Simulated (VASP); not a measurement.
The system is MoH6.

```
H Mo
1.0
     4.20000    0.00000    0.00000
    -2.10000    3.63731    0.00000
     0.00000    0.00000    4.03000
H Mo
6 1
Cartesian
  0.0000 1.3022 1.0881
  -0.9723 2.9862 2.9419
  0.9723 2.9862 1.0881
  0.0000 1.3022 2.9419
  -0.9723 2.9862 1.0881
  0.9723 2.9862 2.9419
  0.0000 0.0000 0.0000
```

The cell was built by a generator and needn't be a form met in nature.

```yaml
Program: VASP 6.6.1
Task: relaxation of cell and atoms
Functional: PBE
Potentials_or_basis: VASP PAW PBE potentials, release 64 (H, Mo_sv)
Cutoff: 520 eV
k_mesh: 4 × 4 × 4
Occupations: gaussian, width 0.15 eV
Spin: no spin polarisation
```

At the start: pressure 0.9 GPa; volume 8.80 Å³/atom.

How do energy, volume and symmetry change on relaxing?

Over 15 steps the energy falls by 262.2 meV/atom and the volume is 9.06 Å³/atom (+3.0 %); space group P-6m2 (No. 187, to 0.05 Å).

Step by step:
```tsv
step	energy change (eV)	largest force (eV/Å)	pressure (GPa)	volume (Å³)
1	0.0000	0.6969	0.92	61.57
2	-0.3510	0.4480	-2.22	61.97
3	-0.9516	0.8372	-10.55	62.61
4	-1.1327	0.8531	-10.03	61.27
5	-1.3060	0.8888	-8.66	59.34
6	-1.5032	0.8092	-5.71	55.23
7	-1.6243	0.5668	-2.55	54.25
8	-1.6890	0.1796	2.23	52.95
9	-1.7052	0.1613	1.93	53.37
10	-1.7464	0.1146	1.47	54.65
11	-1.7996	0.0581	0.90	57.24
12	-1.8110	0.1989	0.85	62.63
13	-1.8216	0.1455	-1.85	65.13
14	-1.8279	0.0720	-0.78	64.14
15	-1.8351	0.0722	0.19	63.44
```

Final structure:
```
H Mo
1.0
     5.00133    0.00000    0.00000
    -2.50066    4.33128    0.00000
     0.00000    0.00000    2.92847
H Mo
6 1
Direct
  0.17540 0.35080 0.28304
  0.17540 0.82460 0.71696
  0.64920 0.82460 0.28304
  0.17540 0.35080 0.71696
  0.17540 0.82460 0.28304
  0.64920 0.82460 0.71696
  0.00000 0.00000 0.00000
```

Caveat: the k mesh is coarse (spacing up to 0.43 Å⁻¹), so the values aren't converged.
